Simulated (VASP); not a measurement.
```xyz
1
Lattice="-2.5100 2.5100 2.5100 2.5100 -2.5100 2.5100 2.5100 2.5100 -2.5100" Properties=species:S:1:pos:R:3 pbc="T T T"
Ba     0.0000     0.0000     0.0000
```

All values below come from RPBE GGA, VASP's PBE PAW potentials (set 64) (plane waves; VASP). Run with 520 eV cut-off, 9×9×9 Γ-centred mesh, first-order Methfessel-Paxton smearing of 0.10 eV, potentials Ba_sv.

Energy and stress use the plane-wave basis of the starting cell.

Question: The ions, cell shape and volume are relaxed. Predict the relaxed structure.

Answer: 
```xyz
1
Lattice="-2.5813 2.5813 2.5813 2.5813 -2.5813 2.5813 2.5813 2.5813 -2.5813" Properties=species:S:1:pos:R:3 pbc="T T T"
Ba     0.0000     0.0000     0.0000
```
Space group Im-3m (229), at a tolerance of 0.03 Å.

Question: How do energy and volume change from the first to the last step?

Answer: The energy (σ→0) changes by -12.8 meV/atom and the volume by +8.8 %, in 4 ionic steps.

```json
[
 {"step": "1", "E(σ→0) (eV)": "-1.6739", "max force (eV/Å)": "0.000", "pressure (GPa)": "0.76", "volume (Å³)": "63.25"},
 {"step": "2", "E(σ→0) (eV)": "-1.6836", "max force (eV/Å)": "0.000", "pressure (GPa)": "0.36", "volume (Å³)": "66.05"},
 {"step": "3", "E(σ→0) (eV)": "-1.6862", "max force (eV/Å)": "0.000", "pressure (GPa)": "-0.13", "volume (Å³)": "69.87"},
 {"step": "4", "E(σ→0) (eV)": "-1.6867", "max force (eV/Å)": "0.000", "pressure (GPa)": "0.00", "volume (Å³)": "68.80"}
]
```

The compound is Ba in the bcc structure. This run relaxes it. Symmetry was kept, so distortions that lower it aren't found.
